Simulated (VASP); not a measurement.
Here is the system:

```xyz
2
Lattice="0.0000 2.4125 2.4125 2.4125 0.0000 2.4125 2.4125 2.4125 0.0000" Properties=species:S:1:pos:R:3 pbc="T T T"
B      0.0000     0.0000     0.0000
As     1.2063     1.2063     1.2063
```

Computed with optB88-vdW, VASP's PBE PAW potentials (set 64) (plane waves; VASP). Run with 520 eV cut-off, Gaussian smearing of 0.050 eV, potentials B As.

Question: Predict the band gap (along the path) with the smallest direct gap where there is one.

Answer: 
```yaml
band gap (along the path): 1.29 eV
smallest direct gap (along the path): 3.28 eV
```

The compound is BAs in the zinc blende structure. It was relaxed first.
